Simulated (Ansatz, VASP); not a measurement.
## One calculation of InAgS, two programs

```xyz
3
Lattice="4.3718 0.0000 0.0000 -2.1859 3.7861 0.0000 0.0000 0.0000 4.3567" Properties=species:S:1:pos:R:3 pbc="T T T"
In    0.0000    0.0000    0.0000
Ag    2.1859    1.2620    2.1783
S     0.0000    2.5240    2.1783
```

Change from the starting cell: species swapped into the EuGaSi type (P-6m2, No. 187).

Alike in both runs: functional PBE; k mesh 12 × 12 × 10; occupations gaussian, width 0.1 eV; no spin polarisation.

Ansatz relaxed the structure, and its values are those at the end. VASP's run is a single point on that final structure, the one shown.

```csv
,VASP,Ansatz
version,VASP 6.6.1,Ansatz 0.2.0
potentials or method,"VASP PAW PBE potentials, release 64 (In_d, Ag, S)","scalar-relativistic, plane waves, PAW"
plane-wave cutoff (eV),520,420
valence electrons in the cell,30,38
```

Ansatz gave:

```
gap on the k mesh at the Fermi level (eV) : none
pressure (GPa)                            : 0.0
```

Problem. What did VASP give for the same quantities?

Solution. gap on the k mesh at the Fermi level (eV): none; pressure (GPa): -0.1.

A gap of «none» marks a metal or a gap that the smearing closes. The two sets of potentials don't hold the same shells in valence.
